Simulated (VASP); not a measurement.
Consider the following.

```xyz
3
Lattice="1.9098 -3.3078 0.0000 1.9098 3.3078 0.0000 0.0000 0.0000 6.2566" Properties=species:S:1:pos:R:3 pbc="T T T"
Sn     0.0000     0.0000     0.0000
Se     1.9098     1.1026     1.5846
Se     1.9098    -1.1026     4.6720
```

Method: PBEsol GGA, VASP's PBE PAW potentials (set 64) (plane waves; VASP 6.6.1). Numerical set-up: 400 eV cut-off, 8×8×4 Γ-centred mesh, tetrahedra with Blöchl corrections, potentials Sn_d Se.

Without a dispersion term in the relaxation, distances and binding between the weakly bound layers, chains or molecules are unreliable, and so is what depends on them.

Task: Predict the energy per atom (σ→0).

Result: 
```yaml
energy per atom (σ→0): -417.5 kJ/mol of atoms
```

The absolute energy has meaning only against runs of the same code, potentials and settings.

The compound is SnSe2 in the 1T layered structure. It was relaxed first.
